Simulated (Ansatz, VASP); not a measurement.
**Ti5Ge3 (Ti5Ge3 (P6_3/mcm)): VASP beside Ansatz**

One calculation is typed for both programs; each brings its own data sets. How far apart do they land? The cell is taken from a series of runs on this material, whose earlier steps may have relaxed, scaled, displaced or heated it; both programs get it as it stands.

Program: Ansatz 0.2.0. Level of theory: plane waves, with VASP 6.6.1 beside it; relaxation of cell and atoms at r2SCAN. Results are calculated unless marked as measured.

### Step 1. Starting point

It takes space group P6_3/mcm (No. 193, hexagonal). Conventional cell: a = 7.550 Å, b = 7.550 Å, c = 5.199 Å, α = 90.00°, β = 90.00°, γ = 120.00°. Nearest to Ti lie 5 Ge at 2.58 to 2.80 Å. Ti has 2 Ti at 2.60 Å and 6 Ge at 2.67 Å nearest. Nearest to Ge lie 9 Ti at 2.58 to 2.80 Å. Farther neighbours are not listed.

### Step 2. Ansatz: relaxation of cell and atoms, r2SCAN

Ansatz runs on its PAW soft_1 files.

The relaxed volume is the usual yardstick between codes: in a stiff, nearly cubic crystal its relative difference is about their pressure difference at one cell divided by the bulk modulus.

File input.yaml:

```yaml
crystal:
  lattice:
    - [7.549588, 0.0, 0.0]
    - [-3.774794, 6.538135, 0.0]
    - [0.0, 0.0, 5.1989158]
  atoms:
    - { symbol: Ti, position: [0.0, 0.74915835, 0.75] }
    - { symbol: Ti, position: [0.25084165, 0.25084165, 0.75] }
    - { symbol: Ti, position: [0.0, 0.25084165, 0.25] }
    - { symbol: Ti, position: [0.33333333, 0.66666667, 0.5] }
    - { symbol: Ti, position: [0.74915835, 0.0, 0.75] }
    - { symbol: Ti, position: [0.74915835, 0.74915835, 0.25] }
    - { symbol: Ti, position: [0.33333333, 0.66666667, 0.0] }
    - { symbol: Ti, position: [0.25084165, 0.0, 0.25] }
    - { symbol: Ti, position: [0.66666667, 0.33333333, 0.5] }
    - { symbol: Ti, position: [0.66666667, 0.33333333, 0.0] }
    - { symbol: Ge, position: [0.61068545, 0.61068545, 0.75] }
    - { symbol: Ge, position: [0.38931455, 0.0, 0.75] }
    - { symbol: Ge, position: [0.0, 0.61068545, 0.25] }
    - { symbol: Ge, position: [0.61068545, 0.0, 0.25] }
    - { symbol: Ge, position: [0.0, 0.38931455, 0.75] }
    - { symbol: Ge, position: [0.38931455, 0.38931455, 0.25] }
basis:
  ecutwfc: 500
  xc_grid: 2
hamiltonian:
  xc: r2scan
  pseudopotentials: { kind: paw, azcp: { folder: soft_1 } }
kpoints:
  mp_grid: { grid: [6, 6, 8] }
scf:
  occupations: { method: fermi_dirac, width: 0.05 }
  max_iter: 150
output:
  forces: true
  stress: true
relax:
  f_tol: 0.01
  max_steps: 60
  cell: {}
checkpoint:
  write: "../r2scan.run"
  compress: false
  write_wavefunctions: false
  write_every: 100000
```

Command:

```console
$ ansatz run input.yaml --threads 4 --pin off --max-ram 6594MiB --backend cpu --events-out ev --progress --plain --runs-dir out
```

Numbers of over 12 decimals in the logs are rounded to 6 here.

Log:

```text
Engine: ansatz 0.2.0, aarch64-unknown-linux-gnu
Pseudopotentials: kind: paw
Pseudopotential: Ti, paw, valence charge 12, recommended cutoff 500 eV (meta_gga), soft_1/Ti.paw.azcp
Pseudopotential: Ge, paw, valence charge 14, recommended cutoff 500 eV (meta_gga), soft_1/Ge.paw.azcp
Functional definition: r2SCAN
  parameter k0 = 0.174
  parameter k1 = 0.065
  parameter a1 = 4.9479
  exchange = r2scan_x(k0 = k0, k1 = k1, a1 = a1)
  correlation = r2scan_c
Crystal: 16 atoms, lattice volume = 256.620 Å³
Basis set: ecut = 500 eV, 6553 PW (Γ), exchange–correlation on 120×120×80 points (8 copies of the dense FFT grid, shifted against one another)
Bands: 123, of which v1, the nominal top of the filled ones, is band 102 counted from 1 (101 counted from 0)
Symmetry: 24 space group operations
Space group: P63/mcm (ITA 193), of the structure as read, at distance tolerance 6.4e-5 Å
k-points: 35 of 288
Non-local potential: Ti, projectors of the file, l = 0: 3, l = 1: 2, l = 2: 3, l = 3: 1
Non-local potential: Ge, projectors of the file, l = 0: 2, l = 1: 2, l = 2: 3, l = 3: 1
PAW form: soft (Blöchl's): semilocal exchange-correlation on the pseudo side does not see the compensation charge
PAW frozen core: Ti, regenerated for the run's functional (the file was generated under x = pbe(κ = 0.804, μ = 0.219515), c = pbe(β = 0.066725))
PAW frozen core: Ge, regenerated for the run's functional (the file was generated under x = pbe(κ = 0.804, μ = 0.219515), c = pbe(β = 0.066725))
PAW one-centre angular grid: Ti, 590 points (default); XC on 160 Gauss nodes
PAW one-centre angular grid: Ge, 590 points (default); XC on 160 Gauss nodes
Initial density: superposition of atomic densities (chi_scale 0.1, normalization cell, long waves kept (reshape's long-wave potential 0.03 eV rms))
Initial wavefunctions: pseudopotential atomic-orbital guess
Functional: x = r2scan, c = r2scan; τ floored in thin density (d = 2e-4 eV/Å³)
SCF iter   1: F=—  HF=-50875.014288 eV  |F-HF|=—  |Δ(HF+E_count)|=         —  Δρ=6.17e-2  dr2=1.86e1  dr2_τ=4.87e-1  ethr=3.10e-3  ⟨swp⟩=6.0  Hψ=13852  notcnv=0  defer=12
preconditioner: auto → Kerker (q_TF=auto, 2.626 Å⁻¹)  [metal: Δε(μ)=0.014 eV  Ē_g=14.309 eV  σ=0.050 eV  W_gap=0.07  n_scr=82 (ndim 8)  ℏωp=25.8 eV  f_vac=0.000  D(μ)=7.20/eV (n_scr^D=44)]
SCF iter   2: F=—  HF=-50873.808437 eV  |F-HF|=—  |Δ(HF+E_count)|=    1.21e0  Δρ=4.07e-2  dr2=5.76e0  dr2_τ=4.50e-1  ethr=3.10e-3  ⟨swp⟩=4.0  Hψ=9501  notcnv=0  defer=191
SCF iter   3: F=—  HF=-50873.583819 eV  |F-HF|=—  |Δ(HF+E_count)|=   2.25e-1  Δρ=2.20e-2  dr2=2.06e0  dr2_τ=3.57e-2  ethr=2.82e-3  ⟨swp⟩=3.2  Hψ=6706  notcnv=0  defer=183
SCF iter   4: F=—  HF=-50873.457499 eV  |F-HF|=—  |Δ(HF+E_count)|=   1.26e-1  Δρ=1.02e-2  dr2=3.76e-1  dr2_τ=2.46e-3  ethr=1.01e-3  ⟨swp⟩=2.3  Hψ=5236  notcnv=0  defer=152
SCF iter   5: F=—  HF=-50873.399502 eV  |F-HF|=—  |Δ(HF+E_count)|=   5.80e-2  Δρ=2.62e-3  dr2=2.50e-2  dr2_τ=3.88e-4  ethr=1.84e-4  ⟨swp⟩=2.1  Hψ=7036  notcnv=0  defer=152
SCF iter   6: F=—  HF=-50873.398250 eV  |F-HF|=—  |Δ(HF+E_count)|=   1.25e-3  Δρ=8.58e-4  dr2=4.38e-3  dr2_τ=8.62e-5  ethr=1.23e-5  ⟨swp⟩=3.0  Hψ=8108  notcnv=0  defer=152
SCF iter   7: F=—  HF=-50873.398038 eV  |F-HF|=—  |Δ(HF+E_count)|=   2.12e-4  Δρ=2.07e-4  dr2=1.96e-4  dr2_τ=3.96e-6  ethr=2.15e-6  ⟨swp⟩=2.0  Hψ=4775  notcnv=0  defer=152
SCF iter   8: F=—  HF=-50873.398028 eV  |F-HF|=—  |Δ(HF+E_count)|=   9.83e-6  Δρ=1.20e-4  dr2=8.46e-5  dr2_τ=2.41e-6  ethr=9.63e-8  ⟨swp⟩=2.0  Hψ=5290  notcnv=0  defer=152
SCF iter   9: F=—  HF=-50873.398143 eV  |F-HF|=—  |Δ(HF+E_count)|=   1.15e-4  Δρ=2.96e-5  dr2=4.80e-6  dr2_τ=1.12e-7  ethr=4.15e-8  ⟨swp⟩=2.0  Hψ=5199  notcnv=0  defer=152
SCF iter  10: F=—  HF=-50873.398143 eV  |F-HF|=—  |Δ(HF+E_count)|=   6.46e-7  Δρ=1.36e-5  dr2=1.24e-6  dr2_τ=2.60e-8  ethr=2.35e-9  ⟨swp⟩=2.0  Hψ=5163  notcnv=0  defer=152
SCF iter  11: F=-50873.398143 eV  HF=-50873.398143 eV  |F-HF|=5.60e-8  |Δ(HF+E_count)|=   1.10e-7  Δρ=3.22e-6  dr2=7.11e-8  dr2_τ=1.22e-9  ethr=4.90e-11  ⟨swp⟩=3.0  Hψ=13658  notcnv=0
SCF 1 converged in 11 iterations: F = -50873.398143 eV  dr2 = 7.11e-8
  greatest PAW one-centre occupation: 1.000 electrons in one spin orbital (limit 2), on the Ti atom at site 9 (counted from 0), in its partial waves of l = 0
relax step   1: F+E_penalty+E_count = -50873.39814257 eV  Δ(F+E_penalty+E_count) = +0.000e0 eV  max|allowed force component| = 1.245e-2 eV/Å  Δτ_max = 0.0000 Å  P = -0.128 GPa  Ω = 256.620 Å³  (11 SCF iters, dr2 threshold 1.00e-7 eV, accepted)
[...]
relax step   2: F+E_penalty+E_count = -50873.39841861 eV  Δ(F+E_penalty+E_count) = -2.760e-4 eV  max|allowed force component| = 1.170e-2 eV/Å  Δτ_max = 0.0033 Å  P = +0.079 GPa  Ω = 256.306 Å³  energy of the carried Pulay correction = +1.542e-4 eV  (7 SCF iters, dr2 threshold 6.75e-8 eV, accepted)
[...]
relax step   3: F+E_penalty+E_count = -50873.39844307 eV  Δ(F+E_penalty+E_count) = -2.446e-5 eV  max|allowed force component| = 2.044e-3 eV/Å  Δτ_max = 0.0013 Å  P = +0.003 GPa  Ω = 256.421 Å³  energy of the carried Pulay correction = +9.765e-5 eV  (7 SCF iters, dr2 threshold 3.57e-8 eV, accepted)
[...]
relax step   4: F+E_penalty+E_count = -50873.39834361 eV  Δ(F+E_penalty+E_count) = +9.946e-5 eV  max|allowed force component| = 2.047e-3 eV/Å  Δτ_max = 0.0000 Å  P = +0.003 GPa  Ω = 256.421 Å³  stress off target by 4.35e-3 GPa  SCF on the basis re-selected at this cell (its energy is not comparable with the rows above)  (5 SCF iters)
basis re-selected at this cell: Δ(F+E_penalty+E_count) = +9.946e-5 eV, ΔP = -0.000 GPa vs the last step (what re-selecting the basis moved, of the pressure what is left beyond the Pulay correction that the steps carried, after the strain that the cell walked since its last selection, with what the two solves' SCF thresholds leave and, on support functions, any second-order correction that the steps lacked; it is no m [...]
SCF converged after 5 iterations
Free energy (F): -50873.398344 eV
Harris-Foulkes:  -50873.398344 eV  (|F-HF|=5.82e-11)
Internal energy: -50873.325538 eV  (E = F + TS)
E sigma→0 (E₀):  -50873.361941 eV
Entropy (-TS):   -0.072806 eV (-4.550 meV/atom)
Fermi energy:    14.002841 eV
--- Per-component energies (eV) ---
  E_band       = -2106.910684
  E_kinetic    = 3374.711755
  E_local      = -19931.222153  (includes V_loc(G=0)·N_el)
  E_nonlocal   = 1910.696817
  E_hartree    = 9026.648233
  E_xc         = -1527.804932
  E_vxc        = -2034.393956  (∫ρ·V_xc dr)
  E_paw        = -22662.186684  (= ΣΔE_a)
  E_vpaw       = -3605.793919  (= ΣTr[D̂ρ^β])
  E_aug_tail   = -0.000271  (compensation charges beyond the density's cutoff)
  E_vtau       = 125.794132  (kinetic-family band-sum trace: ∫τ·v_τ [+ j·A + Jᵃ·Aᵃ] dr)
  E_ewald      = -21055.119175
  E_core_change = -9.049128  (= ΣΔE_core)
  E_smearing   = -0.072806  (= −TS)
  E_closure    = -0.000000  (closes the sum)
  Σ components = -50873.398344   (vs F -50873.398344, Δ=0.00e0)
--- Forces (eV/Å), atoms counted from 1 ---
  atom   1  Ti    -0.00027271     0.00047234     0.00000000
  atom   2  Ti    -0.00027271    -0.00047234    -0.00000000
  atom   3  Ti     0.00027271    -0.00047234    -0.00000000
  atom   4  Ti    -0.00000000     0.00000000    -0.00000000
  atom   5  Ti     0.00054541     0.00000000     0.00000000
  atom   6  Ti     0.00027271     0.00047234     0.00000000
  atom   7  Ti     0.00000000     0.00000000    -0.00000000
  atom   8  Ti    -0.00054541    -0.00000000    -0.00000000
  atom   9  Ti     0.00000000    -0.00000000     0.00000000
  atom  10  Ti    -0.00000000    -0.00000000     0.00000000
  atom  11  Ge     0.00102334     0.00177248    -0.00000000
  atom  12  Ge    -0.00204668     0.00000000     0.00000000
  atom  13  Ge    -0.00102334     0.00177248    -0.00000000
  atom  14  Ge     0.00204668    -0.00000000    -0.00000000
  atom  15  Ge     0.00102334    -0.00177248     0.00000000
  atom  16  Ge    -0.00102334    -0.00177248     0.00000000
  max |Σ_I F_I| component: 4.55e-18 eV/Å
--- Stress (GPa, compression-positive) ---
        0.002513       0.000000       0.000000
       -0.000000       0.002513      -0.000000
        0.000000      -0.000000       0.004345
  P = ⅓ Tr σ = 0.0031 GPa (0.031 kbar)
--- Relaxed structure (3 steps of the walk, 3 accepted, 1 SCFs on fresh bases) ---
  F+E_penalty+E_count = -50873.39834361 eV   max|allowed force component| = 2.047e-3 eV/Å   (the final SCF, on the basis selected at the relaxed cell)
  cell:  # Å, volume = 256.4212 Å³
    - [7.548360, 0, 0]
    - [-3.774180, 6.537071, 0]
    - [0, 0, 5.196586]
  atoms:
    - { symbol: Ti, position: [-1.1102230246251565e-16, 0.748897, 0.750000] }
    - { symbol: Ti, position: [0.251103, 0.251103, 0.750000] }
    - { symbol: Ti, position: [-2.7755575615628914e-17, 0.251103, 0.25] }
    - { symbol: Ti, position: [0.333333, 0.666667, 0.5] }
    - { symbol: Ti, position: [0.748897, 0, 0.750000] }
    - { symbol: Ti, position: [0.748897, 0.748897, 0.25] }
    - { symbol: Ti, position: [0.333333, 0.666667, 0] }
    - { symbol: Ti, position: [0.251103, 0, 0.25] }
    - { symbol: Ti, position: [0.666667, 0.333333, 0.5] }
    - { symbol: Ti, position: [0.666667, 0.333333, 0] }
    - { symbol: Ge, position: [0.610866, 0.610866, 0.750000] }
    - { symbol: Ge, position: [0.389134, 0, 0.750000] }
    - { symbol: Ge, position: [-1.1102230246251565e-16, 0.610866, 0.25] }
    - { symbol: Ge, position: [0.610866, 0, 0.25] }
    - { symbol: Ge, position: [-5.551115123125783e-17, 0.389134, 0.750000] }
    - { symbol: Ge, position: [0.389134, 0.389134, 0.25] }
```

[end of part 1 of 2]

[Lines on the potential files, build, host, timing and source positions are cut from VASP's logs without a mark.]

[Logs are printed without paths, hosts, clocks, repeated set-up lines and the standing remarks that a program may print on its own settings, such as how far it seeks lower states.]

[Hosts, paths, dates, database ids (printed as entryN), source tags and the programs' standing remarks are cut or masked in the printed files.]
